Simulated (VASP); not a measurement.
# RPA total energies of CaO (Lime), part 6 of 6

Wanted: where the RPA puts the energy minimum of CaO (Lime). The scan starts from a database cell scaled to its smallest volume. The cell is of the rock-salt type. The start is a cell from a database of measured crystal structures.

VASP 6.6.1, plane waves and PAW; the level of theory is named at each step.

So far. Step 30 (Orbitals, volume ratio 1.06): The run ends at a pressure of -6.35 GPa. Step 31 (Exact exchange, volume ratio 1.06): The Hartree-Fock energy on these orbitals is -16.0759 eV an atom.

### Step 32. Empty bands, volume ratio 1.06

This step: PBE; plane waves and PAW (Ca_sv_GW, O_GW) (VASP 6.6.1).

The empty bands are made again, for the run that follows.

INCAR reads:

```
SYSTEM = CaO
PREC = Accurate
ENCUT = 460
ISMEAR = 0
SIGMA = 0.05
LREAL = .FALSE.
GGA = PE
NBANDS = 680
ALGO = Exact
NELM = 1
LWAVE = .TRUE.
LCHARG = .FALSE.
LOPTICS = .TRUE.
NEDOS = 1000
CSHIFT = 0.1
```

POSCAR reads:

```
CaO
1.0
    0.0000000000      2.4536982572      2.4536982572
    2.4536982572      0.0000000000      2.4536982572
    2.4536982572      2.4536982572      0.0000000000
Ca O
1 1
Direct
    0.0000000000      0.0000000000      0.0000000000
    0.5000000000      0.5000000000      0.5000000000
```

KPOINTS reads:

```
Automatic mesh
0
Gamma
4 4 4
0 0 0
```

The projector-augmented-wave data sets are Ca_sv_GW and O_GW (PBE family, release 64).

On the command line:

```console
mpirun -np 8 vasp_std
```

What it wrote:

```text
[banner, memory and clock lines left out]
running    8 mpi-ranks, on    1 nodes
[...]
[... a notice as in an earlier step ...]

 LDA part: xc-table for (Slater+PW92), standard interpolation
 found WAVECAR, reading the header
  number of bands has changed, file:    14 present:   680
  trying to continue reading WAVECAR, but it might fail
 POSCAR, INCAR and KPOINTS ok, starting setup
[...]
reading WAVECAR
 random initialization beyond band           14
 the WAVECAR file was read successfully
 initial charge from wavefunction
 entering main loop
       N       E                     dE             d eps       ncg     rms          rms(c)
DIA:   1    -0.177528E+02   -0.17753E+02    0.00000E+00     0   0.000E+00
   1 F= -.17752815E+02 E0= -.17752815E+02  d E =-.100436E-12
 writing wavefunctions
 optical routines
 imaginary and real dielectric function
 recalculating local potential from charge density
 direction            1
 direction            2
 direction            3
```

Elapsed: 7.6 s, on 8 MPI ranks of Intel Xeon Platinum 8488C (Sapphire Rapids), shared host; peak memory 0.99 GiB; 24 s of CPU time.

OUTCAR, selected parts (step 32):

```text
  Total       -1.1716086     -1.1716086     -1.1716086      0.0000000      0.0000000     -0.0000000
  in kB      -63.5330453    -63.5330453    -63.5330453      0.0000000      0.0000000     -0.0000000
  external PRESSURE =     -63.5330453 kB  Pullay stress =       0.0000000 kB

 POSITION                                       TOTAL-FORCE (eV/Angst)
 -----------------------------------------------------------------------------------
      0.00000      0.00000      0.00000         0.000000      0.000000      0.000000
      2.45370      2.45370      2.45370        -0.000000     -0.000000     -0.000000
 -----------------------------------------------------------------------------------
    total drift:                                0.000000     -0.000000     -0.000000

  FREE ENERGIE OF THE ION-ELECTRON SYSTEM (eV)
  ---------------------------------------------------
  free  energy   TOTEN  =       -17.7528146313 eV

  energy  without entropy=      -17.7528146313  energy(sigma->0) =      -17.75281463

[... 1 part as in an earlier step ...]

[... 2 further parts left out ...]
[key lines of the parts left out:]
E-fermi :   4.3887
```

WAVECAR now holds 680 bands for 16 electrons.

### Step 33. RPA correlation, volume ratio 1.06

This step: RPA correlation on PBE orbitals; plane waves and PAW (Ca_sv_GW, O_GW) (VASP 6.6.1).

RPA correlation at this point.

INCAR reads:

```
SYSTEM = CaO
PREC = Accurate
ENCUT = 460
ISMEAR = 0
SIGMA = 0.05
LREAL = .FALSE.
GGA = PE
NBANDS = 680
ALGO = ACFDT
ENCUTGW = 200
NOMEGA = 12
PRECFOCK = Fast
LWAVE = .FALSE.
LCHARG = .FALSE.
```

POSCAR is that of step 32.

KPOINTS is that of step 32.

On the command line:

```console
mpirun -np 8 vasp_std
```

What it wrote:

```text
[banner, memory and clock lines left out]
running    8 mpi-ranks, on    1 nodes
[...]
[... a notice as in an earlier step ...]

 LDA part: xc-table for (Slater+PW92), standard interpolation
 found WAVECAR, reading the header
 POSCAR, INCAR and KPOINTS ok, starting setup
[...]
reading WAVECAR
 the WAVECAR file was read successfully
 initial charge from wavefunction
 available memory per node:     59.03 GB, setting MAXMEM to     60444

 The Fermi energy was updated, please check that it is located mid-gap
 values below the HOMO (VB) or above the LUMO (CB) will cause erroneous energies
 E-fermi :   5.9749

 the WAVEDER file was read successfully
 set NWRITE>2 for more details about minimax calculation
 number of imaginary grid points requested:      12
 number of distinct grids requested:  1
 quadrature errors minimized for energies in [ 0.366E+01, 0.489E+03 ]
 bosonic grid (T=0, re) determined with error: 0.5166E-08
 bosonic grid (re): 0.5166E-08
[...]
NQ=   2    0.2500    0.0000    0.0000,
|.........|.........|.........|.........
 performed       8148000 updates of chi_q(r,r)
 total number of BLAS operations       2207.59 Gflops
NQ=   3    0.5000    0.0000    0.0000,
|.........|.........|.........|.........
 performed      12222000 updates of chi_q(r,r)
 total number of BLAS operations       3263.63 Gflops
NQ=   4    0.2500    0.2500    0.0000,
|.........|.........|.........|.........
 performed      16296000 updates of chi_q(r,r)
 total number of BLAS operations       4296.33 Gflops
NQ=   5    0.5000    0.2500    0.0000,
|.........|.........|.........|.........
 performed      20370000 updates of chi_q(r,r)
 total number of BLAS operations       5448.33 Gflops
NQ=   6   -0.2500    0.2500    0.0000,
|.........|.........|.........|.........
 performed      24444000 updates of chi_q(r,r)
 total number of BLAS operations       6649.88 Gflops
NQ=   7    0.5000    0.5000    0.0000,
|.........|.........|.........|.........
 performed      28518000 updates of chi_q(r,r)
 total number of BLAS operations       7826.52 Gflops
NQ=   8   -0.2500    0.5000    0.2500,
|.........|.........|.........|.........
 performed      32592000 updates of chi_q(r,r)
 total number of BLAS operations       9130.27 Gflops
 entering main loop
```

Wall time 69 s (8 MPI ranks); peak memory 1.6 GiB.

From OUTCAR (step 33):

```text
      cutoff energy     smooth cutoff   RPA   correlation   Hartree contr. to MP2
---------------------------------------------------------------------------------
            200.000           160.000      -20.0191104011      -31.4545821915
            190.476           152.381      -19.7173877579      -31.0655837081
            181.406           145.125      -19.4003772087      -30.6503173510
            172.768           138.214      -19.0768529719      -30.2194435712
            164.541           131.632      -18.7401711668      -29.7632053832
            156.705           125.364      -18.3914363727      -29.2827363854
            149.243           119.394      -18.0328537128      -28.7803942608
            142.136           113.709      -17.6696794295      -28.2632151561
  linear regression

[... 2 parts as in an earlier step ...]

[... 2 further parts left out ...]
[key lines of the parts left out:]
E-fermi :   5.9749
```

The correlation energy is -11.743 eV an atom, +4 meV against the point before. With exact exchange the total is -27.8189 eV an atom.

### Step 34. Comparison: r2SCAN, volume ratio 1.06

This step: r2SCAN; plane waves and PAW (Ca_sv_GW, O_GW) (VASP 6.6.1).

The comparison at this point.

INCAR reads:

```
SYSTEM = CaO
PREC = Accurate
ENCUT = 460
EDIFF = 1E-06
NELM = 100
ISMEAR = 0
SIGMA = 0.05
LREAL = .FALSE.
ALGO = Normal
METAGGA = R2SCAN
LASPH = .TRUE.
NBANDS = 14
LWAVE = .FALSE.
LCHARG = .FALSE.
KPAR = 8
```

POSCAR is that of step 33.

KPOINTS is that of step 33.

On the command line:

```console
mpirun -np 8 vasp_std
```

What it wrote:

```text
[... set-up lines as in an earlier step ...]
 entering main loop
       N       E                     dE             d eps       ncg     rms          rms(c)
DAV:   1     0.152504E+03    0.15250E+03   -0.70654E+03   224   0.109E+03
DAV:   2    -0.268610E+02   -0.17936E+03   -0.16312E+03   356   0.465E+02
DAV:   3    -0.350883E+02   -0.82273E+01   -0.81275E+01   348   0.114E+02
DAV:   4    -0.352156E+02   -0.12731E+00   -0.12713E+00   294   0.136E+01
[...]
DAV:  14    -0.243991E+02    0.69053E-05   -0.14171E-05   230   0.389E-02    0.184E-02
DAV:  15    -0.243991E+02    0.63037E-05   -0.14900E-05   372   0.445E-02    0.900E-03
DAV:  16    -0.243991E+02   -0.28188E-07   -0.53170E-07   130   0.837E-03
   1 F= -.24399061E+02 E0= -.24399061E+02  d E =-.431836E-12
```

Wall time 11 s (8 MPI ranks); peak memory 1 GiB; 50 s of CPU time.

OUTCAR, selected parts (step 34):

```text
  Total       -1.6489690     -1.6489690     -1.6489690     -0.0000000      0.0000000     -0.0000000
  in kB      -89.4189594    -89.4189594    -89.4189594     -0.0000000      0.0000000     -0.0000000
  external PRESSURE =     -89.4189594 kB  Pullay stress =       0.0000000 kB

 POSITION                                       TOTAL-FORCE (eV/Angst)
 -----------------------------------------------------------------------------------
      0.00000      0.00000      0.00000        -0.000000      0.000000      0.000000
      2.45370      2.45370      2.45370         0.000000     -0.000000     -0.000000
 -----------------------------------------------------------------------------------
    total drift:                                0.000000     -0.000000     -0.000000

  FREE ENERGIE OF THE ION-ELECTRON SYSTEM (eV)
  ---------------------------------------------------
  free  energy   TOTEN  =       -24.3990608838 eV

  energy  without entropy=      -24.3990608838  energy(sigma->0) =      -24.39906088

[... 2 parts as in an earlier step ...]

[... 1 further part left out ...]
[key lines of the parts left out:]
E-fermi :   4.0400
```

Its energy is -12.1995 eV an atom, on a zero of its own.

### Step 35. Orbitals for comparison: HSE06, volume ratio 1.06

This step: PBE; plane waves and PAW (Ca_sv_GW, O_GW) (VASP 6.6.1).

Starting orbitals, as before.

INCAR reads:

```
SYSTEM = CaO
PREC = Accurate
ENCUT = 460
EDIFF = 1E-05
NELM = 100
ISMEAR = 0
SIGMA = 0.05
LREAL = .FALSE.
ALGO = Normal
GGA = PE
NBANDS = 14
LORBIT = 11
LWAVE = .TRUE.
LCHARG = .FALSE.
KPAR = 8
```

POSCAR is that of step 34.

KPOINTS is that of step 34.

On the command line:

```console
mpirun -np 8 vasp_std
```

What it wrote:

```text
[... set-up lines as in an earlier step ...]
 entering main loop
       N       E                     dE             d eps       ncg     rms          rms(c)
[... 12 cycles as in an earlier step ...]
DAV:  13    -0.177528E+02   -0.96959E-07   -0.16774E-06   118   0.253E-02
   1 F= -.17752814E+02 E0= -.17752814E+02  d E =-.106280E-20
 writing wavefunctions
```

Run time: 5.6 s. Hardware: 8 MPI ranks; peak memory 0.95 GiB.

Parts of OUTCAR (step 35):

```text
  Total       -1.1633059     -1.1633059     -1.1633059      0.0000000      0.0000000      0.0000000
  in kB      -63.0828141    -63.0828141    -63.0828141      0.0000000      0.0000000      0.0000000
  external PRESSURE =     -63.0828141 kB  Pullay stress =       0.0000000 kB

  FREE ENERGIE OF THE ION-ELECTRON SYSTEM (eV)
  ---------------------------------------------------
  free  energy   TOTEN  =       -17.7528144424 eV

  energy  without entropy=      -17.7528144424  energy(sigma->0) =      -17.75281444

[... 3 parts as in an earlier step ...]

[... 1 further part left out ...]
[key lines of the parts left out:]
E-fermi :   4.4697
```

The run ends at a pressure of -6.31 GPa.

### Step 36. Comparison: HSE06, volume ratio 1.06

This step: HSE06; plane waves and PAW (Ca_sv_GW, O_GW) (VASP 6.6.1).

The comparison at this point.

INCAR reads:

```
SYSTEM = CaO
PREC = Accurate
ENCUT = 460
EDIFF = 1E-06
NELM = 100
ISMEAR = 0
SIGMA = 0.05
LREAL = .FALSE.
ALGO = Normal
LHFCALC = .TRUE.
AEXX = 0.25
GGA = PE
HFSCREEN = 0.2
LASPH = .TRUE.
NBANDS = 14
PRECFOCK = Fast
LWAVE = .FALSE.
LCHARG = .FALSE.
KPAR = 8
```

POSCAR is that of step 35.

KPOINTS is that of step 35.

The run starts from files that an earlier step left in the folder.

On the command line:

```console
mpirun -np 8 vasp_std
```

What it wrote:

```text
[... set-up lines as in an earlier step ...]
 entering main loop
       N       E                     dE             d eps       ncg     rms          rms(c)
DAV:   1    -0.207925E+02   -0.20793E+02   -0.26910E-01   320   0.114E+01    0.111E+00
DAV:   2    -0.207861E+02    0.64154E-02   -0.34473E-02   342   0.241E+00    0.588E-01
DAV:   3    -0.207855E+02    0.57332E-03   -0.41273E-03   338   0.705E-01    0.394E-01
DAV:   4    -0.207848E+02    0.69544E-03   -0.88617E-04   272   0.455E-01    0.225E-01
DAV:   5    -0.207847E+02    0.12982E-03   -0.37917E-04   366   0.244E-01    0.134E-01
DAV:   6    -0.207846E+02    0.50367E-04   -0.18230E-05   350   0.716E-02    0.740E-02
DAV:   7    -0.207846E+02    0.12766E-04   -0.93816E-06   370   0.374E-02    0.403E-02
DAV:   8    -0.207846E+02    0.30299E-05   -0.29767E-06   278   0.290E-02    0.230E-02
DAV:   9    -0.207846E+02    0.77126E-06   -0.10387E-06   112   0.176E-02
   1 F= -.20784625E+02 E0= -.20784625E+02  d E =-.376319E-18
```

Run time: 15 s. Hardware: 8 MPI ranks; peak memory 1.7 GiB.

OUTCAR, selected parts (step 36):

```text
 POSITION                                       TOTAL-FORCE (eV/Angst)
 -----------------------------------------------------------------------------------
      0.00000      0.00000      0.00000         0.000000      0.000000     -0.000000
      2.45370      2.45370      2.45370        -0.000000     -0.000000      0.000000
 -----------------------------------------------------------------------------------
    total drift:                                0.000000      0.000001      0.000003

  FREE ENERGIE OF THE ION-ELECTRON SYSTEM (eV)
  ---------------------------------------------------
  free  energy   TOTEN  =       -20.7846251269 eV

  energy  without entropy=      -20.7846251269  energy(sigma->0) =      -20.78462513

[... 2 parts as in an earlier step ...]

[... 1 further part left out ...]
[key lines of the parts left out:]
E-fermi :   3.3784
```

Its energy is -10.3923 eV an atom, on a zero of its own.

### Step 37. Summary

This step: exact exchange and RPA correlation on PBE orbitals, beside r2SCAN, beside HSE06; plane waves and PAW (VASP 6.6.1).

No new run; the numbers come from the runs before.

This step gave:

* equilibrium volume, EXX+RPA: 13.96 Å³/atom
* bulk modulus: 118.2 GPa

The energy above the lowest point by volume; values in meV/atom:

```tsv
volume (Å³/atom)	PBE	EXX	EXX+RPA	r2SCAN	HSE06
13.100	24.6	39.1	22.7	11.7	12.4
13.518	7.04	14.3	5.06	0.505	0.945
13.937	0	2.00	0	0	0
14.355	1.68	0	3.20	8.22	7.70
14.773	11.0	7.19	14.8	23.9	22.9
```

Cost is wall time times ranks on a shared host; the RPA row holds all its steps. Fits of the equation of state:

```tsv
level	V0 (Å³/atom)	B0 (GPa)	fit error (meV/atom)	minimum inside the series	cost a point (core minutes)
PBE	14.05	108.8	0.02858	yes	0.7
EXX	14.23	123	0.04316	yes	1.72
EXX+RPA	13.96	118.2	0.2125	yes	9.65
r2SCAN	13.75	120.7	0.02485	yes	1.35
HSE06	13.77	118.4	0.02913	yes	1.92
```

### Step 38. Summary of results

- PBE: V0 14.05 Å³/atom, B0 109 GPa
- EXX: V0 14.23 Å³/atom, B0 123 GPa
- EXX+RPA: V0 13.96 Å³/atom, B0 118 GPa
- r2SCAN: V0 13.75 Å³/atom, B0 121 GPa
- HSE06: V0 13.77 Å³/atom, B0 118 GPa

**Reading.** Exact exchange with RPA correlation puts the minimum at 13.96 Å³ an atom, with a bulk modulus of 118 GPa. PBE puts the volume 0.66 % above EXX+RPA, at roughly 1/14 of its cost. r2SCAN puts the volume 1.5 % below EXX+RPA, at roughly 1/7 of its cost. HSE06 puts the volume 1.4 % below EXX+RPA, at roughly 1/5 of its cost. Correlation shrinks the exact-exchange volume by 1.8 %. Neither mesh nor response cutoff was varied, so differences in volume under about 1 % aren't resolved. Exact exchange and correlation are taken on one coarse mesh and aren't self-consistent; the correlation energy is extrapolated in the response cutoff by the program, which at the first volume adds -1737 meV an atom to the value at the highest cutoff and varies with the volume; a small fit error says nothing about that part. NBANDS follows the largest plane-wave count of any k point, which rises in steps with the volume. The cheaper functionals share the mesh. Not tabulated here, as repeats of values shown or as unfit to read for their mesh, reference level or band range: eps2 curves (empty bands); eps1 curves and static values (empty bands); gaps (empty bands).

[Long decimals in the printed logs are rounded to 6 places.]

[Lines on the potential files, build, host, timing and source positions are cut from VASP's logs without a mark.]

[Logs are printed without paths, hosts, clocks, repeated set-up lines and the standing remarks that a program may print on its own settings, such as how far it seeks lower states.]

[Hosts, paths, dates, database ids (printed as entryN), source tags and the programs' standing remarks are cut or masked in the printed files.]

[Measured values are set beside computed ones only where the two were judged alike; some that the calculation misses by far are left out.]

[Pressures printed for these runs are not shown converged in the cutoff: they can be off by several GPa and have the wrong sign.]
